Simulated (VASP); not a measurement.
Consider the following.

```yaml
crystal:
  lattice:
    - [4.94429, 0.00000, 0.00000]
    - [0.00000, 4.94429, 0.00000]
    - [0.00000, 0.00000, 4.94429]
  atoms:
    - { symbol: Ca, position: [0.00000, 0.50000, 0.50000] }
    - { symbol: Ca, position: [0.50000, 0.00000, 0.50000] }
    - { symbol: Ca, position: [0.50000, 0.50000, 0.00000] }
    - { symbol: Sn, position: [0.00000, 0.00000, 0.00000] }
```

Method: PBEsol GGA, VASP's PBE PAW potentials (set 64) (plane waves; VASP). Numerical set-up: 400 eV cut-off, 7×7×7 Γ-centred mesh, tetrahedra with Blöchl corrections, potentials Ca_sv Sn_d.

Unless said otherwise, spin-orbit coupling is left out, though it shifts the bands of the heavy elements here.

Q: What does the run give for the energy per atom (σ→0), band gap (on the k-mesh) with the smallest direct gap where there is one?

A: 
| Item | Result |
|---|---|
| band gap (on the k-mesh) | none (metal, semimetal or under 0.01 eV) |
| energy per atom (σ→0) | -3.145 eV/atom |

Only differences to runs with the same potentials and settings are physical.

The structure comes from a computed database's Ca3Sn entry (Pm-3m); how it stands against other phases isn't given here. It was relaxed first.
